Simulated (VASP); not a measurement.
VASP ran on this input.

### POSCAR
```
Ga
1
    2.2137531041    -3.7480295994    -0.0000000000
    2.2137531041     3.7480295994     0.0000000000
    0.0000000000    -0.0000000000     4.4308919988
Ga
4
Direct
  0.1556281958   0.8443718042   0.9156571284
  0.3443718042   0.6556281958   0.4156571284
  0.6556281958   0.3443718042   0.5843428716
  0.8443718042   0.1556281958   0.0843428716
```

### INCAR
```
SYSTEM = Ga
PREC = Accurate
ENCUT = 500
EDIFF = 1E-6
NELM = 100
ALGO = Normal
LREAL = .FALSE.
LASPH = .TRUE.
ISMEAR = 1
SIGMA = 0.1
LMAXMIX = 4
LWAVE = .FALSE.
LCHARG = .FALSE.
IBRION = 2
ISIF = 3
NSW = 40
EDIFFG = -0.02
```

File KPOINTS:
```
Automatic mesh
0
Gamma
8 8 7
0 0 0
```

POTCAR, in this order: Ga_d (LDA.64 set). Program: vasp_std.

Write an equivalent input for Ansatz.

One equivalent input (not run):
Ansatz 0.2 input:
```yaml
crystal:
  lattice:
    - [2.2137531, -3.7480296, 0.0000000]
    - [2.2137531, 3.7480296, 0.0000000]
    - [0.0000000, 0.0000000, 4.4308920]
  atoms:
    - { symbol: Ga, position: [0.1556282, 0.8443718, 0.9156571] }
    - { symbol: Ga, position: [0.3443718, 0.6556282, 0.4156571] }
    - { symbol: Ga, position: [0.6556282, 0.3443718, 0.5843429] }
    - { symbol: Ga, position: [0.8443718, 0.1556282, 0.0843429] }
kpoints:
  mp_grid: { grid: [8, 8, 7] }
hamiltonian:
  xc: lda
  pseudopotentials: { kind: paw }
scf:
  occupations: { method: methfessel_paxton, width: 0.1 }
  max_iter: 100
relax:
  max_steps: 40
  f_tol: 0.02
  cell: {}
output: { forces: true, stress: true, eigenvalues: true }
```
What does not carry over: each code has its own PAW files, so the cut-off isn't converted (ENCUT is set for VASP's; basis.ecutwfc is left out, and Ansatz then takes the one that its files recommend); Ansatz stops its SCF on the density residual and VASP on the energy change (EDIFF); Ansatz's lda is the Perdew-Wang form, while the LDA potentials of VASP carry Perdew-Zunger's.

The compound is Ga in the alpha structure. It was relaxed first, which changed the volume by -6 %.
